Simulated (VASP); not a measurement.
Output of a VASP run:

### OSZICAR
```
       N       E                     dE             d eps       ncg     rms          rms(c)
DAV:   1     0.123857064398E+03    0.12386E+03   -0.96266E+03   560   0.161E+03
DAV:   2     0.391811917118E+01   -0.11994E+03   -0.11731E+03   590   0.367E+02
DAV:   3    -0.658425138009E+01   -0.10502E+02   -0.10473E+02   746   0.993E+01
DAV:   4    -0.686311228902E+01   -0.27886E+00   -0.27878E+00   628   0.175E+01
DAV:   5    -0.687461695304E+01   -0.11505E-01   -0.11505E-01   840   0.338E+00    0.466E+00
DAV:   6    -0.682581771498E+01    0.48799E-01   -0.13063E-01   682   0.267E+00    0.294E+00
DAV:   7    -0.683005160403E+01   -0.42339E-02   -0.58176E-02   670   0.136E+00    0.808E-01
DAV:   8    -0.683108183503E+01   -0.10302E-02   -0.78604E-03   614   0.822E-01    0.203E-01
DAV:   9    -0.683129150541E+01   -0.20967E-03   -0.55912E-04   698   0.278E-01    0.423E-02
DAV:  10    -0.683133845860E+01   -0.46953E-04   -0.11173E-04   584   0.963E-02    0.144E-02
DAV:  11    -0.683135682250E+01   -0.18364E-04   -0.76609E-05   602   0.803E-02    0.209E-02
DAV:  12    -0.683135574747E+01    0.10750E-05   -0.46871E-06   704   0.205E-02    0.103E-02
DAV:  13    -0.683135439602E+01    0.13515E-05   -0.29604E-06   556   0.154E-02    0.915E-03
DAV:  14    -0.683135489218E+01   -0.49615E-06   -0.36286E-07   310   0.557E-03
   1 F= -.68313549E+01 E0= -.68313549E+01  d E =-.683135E+01
       N       E                     dE             d eps       ncg     rms          rms(c)
DAV:   1    -0.815029731542E+01   -0.13189E+01   -0.32320E+01   680   0.102E+02    0.629E+00
DAV:   2    -0.715345406237E+01    0.99684E+00   -0.16092E+00   680   0.207E+01    0.281E+00
DAV:   3    -0.688543693030E+01    0.26802E+00   -0.85495E-01   718   0.136E+01    0.566E-01
DAV:   4    -0.687960169714E+01    0.58352E-02   -0.21256E-02   566   0.155E+00    0.526E-01
DAV:   5    -0.687569803325E+01    0.39037E-02   -0.38379E-03   766   0.491E-01    0.118E-01
DAV:   6    -0.687561228015E+01    0.85753E-04   -0.50410E-04   698   0.372E-01    0.358E-02
DAV:   7    -0.687562738120E+01   -0.15101E-04   -0.37411E-05   576   0.721E-02    0.675E-03
DAV:   8    -0.687563198010E+01   -0.45989E-05   -0.48540E-06   584   0.180E-02    0.649E-03
DAV:   9    -0.687563478297E+01   -0.28029E-05   -0.40215E-06   572   0.255E-02    0.213E-03
DAV:  10    -0.687563445872E+01    0.32425E-06   -0.64409E-07   484   0.112E-02
   2 F= -.68756345E+01 E0= -.68756345E+01  d E =-.442796E-01
       N       E                     dE             d eps       ncg     rms          rms(c)
DAV:   1    -0.691338151890E+01   -0.37747E-01   -0.81437E-01   680   0.141E+01    0.107E+00
DAV:   2    -0.688453045626E+01    0.28851E-01   -0.48875E-02   680   0.364E+00    0.465E-01
DAV:   3    -0.687747948973E+01    0.70510E-02   -0.22018E-02   686   0.224E+00    0.985E-02
DAV:   4    -0.687732458067E+01    0.15491E-03   -0.54966E-04   598   0.250E-01    0.835E-02
DAV:   5    -0.687724250846E+01    0.82072E-04   -0.98032E-05   712   0.765E-02    0.191E-02
DAV:   6    -0.687724219197E+01    0.31649E-06   -0.96286E-06   680   0.507E-02
   3 F= -.68772422E+01 E0= -.68772422E+01  d E =-.458873E-01
```

### OUTCAR
```
------------------------ aborting loop because EDIFF is reached ----------------------------------------
  FORCE on cell =-STRESS in cart. coord.  units (eV):
  Direction    XX          YY          ZZ          XY          YZ          ZX
  --------------------------------------------------------------------------------------
  Total       -0.0022547     -0.0022547     -0.0022547      0.0000000     -0.0000000      0.0000000
  in kB       -0.0531091     -0.0531091     -0.0531091      0.0000000     -0.0000000      0.0000000
  external PRESSURE =      -0.0531091 kB  Pullay stress =       0.0000000 kB
  volume of cell :       68.02
      direct lattice vectors                 reciprocal lattice vectors
    -0.000000000  3.239932329  3.239932329    -0.154324211  0.154324211  0.154324211
     3.239932329  0.000000000  3.239932329     0.154324211 -0.154324211  0.154324211
     3.239932329  3.239932329 -0.000000000     0.154324211  0.154324211 -0.154324211
 POSITION                                       TOTAL-FORCE (eV/Angst)
 -----------------------------------------------------------------------------------
      0.00000      0.00000      0.00000        -0.000000      0.000000     -0.000000
      3.23993      3.23993      3.23993         0.000000      0.000000      0.000000
 -----------------------------------------------------------------------------------
    total drift:                               -0.000000      0.000000      0.000000
  FREE ENERGIE OF THE ION-ELECTRON SYSTEM (eV)
  ---------------------------------------------------
  free  energy   TOTEN  =        -6.8772421920 eV

  energy  without entropy=       -6.8772421920  energy(sigma->0) =       -6.87724219

 reached required accuracy - stopping structural energy minimisation
```
(Selected blocks of OUTCAR.)

File POSCAR:
```
SnTe
1
    0.0000000000     3.1600000000     3.1600000000
    3.1600000000     0.0000000000     3.1600000000
    3.1600000000     3.1600000000     0.0000000000
Sn Te
1 1
Direct
  0.0000000000   0.0000000000   0.0000000000
  0.5000000000   0.5000000000   0.5000000000
```

Problem. Reconstruct the remaining input files.

Solution. Several could match; the one computed here: the input of the run itself, RPBE GGA, plane waves, VASP's PBE PAW potentials (set 64).

KPOINTS:
```
Automatic mesh
0
G
7 7 7
0 0 0
```

**INCAR**
```
LCHARG  =  .FALSE.
LWAVE  =  .FALSE.
ISIF  =  3
LASPH  =  .TRUE.   # aspherical one-centre terms
NELM  =  100   # most electronic steps
ENCUT  =  520   # plane-wave cut-off (eV)
GGA  =  RP   # RPBE
NSW  =  60   # most ionic steps
ALGO  =  Normal   # blocked Davidson
IBRION  =  2   # conjugate gradients
SYSTEM  =  SnTe
EDIFFG  =  -0.01
LMAXMIX  =  4
PREC  =  Accurate
SIGMA  =  0.05   # width (eV)
ISMEAR  =  0   # Gaussian
LREAL  =  .FALSE.
EDIFF  =  1E-6
```

POTCAR, in this order: Sn_d Te (PBE.64 set). Program: vasp_std.

Energy and stress use the plane-wave basis of the starting cell.

The compound is SnTe in the rock salt structure, which distorts at low temperature. This run relaxes it. Symmetry was kept, so distortions that lower it aren't found.
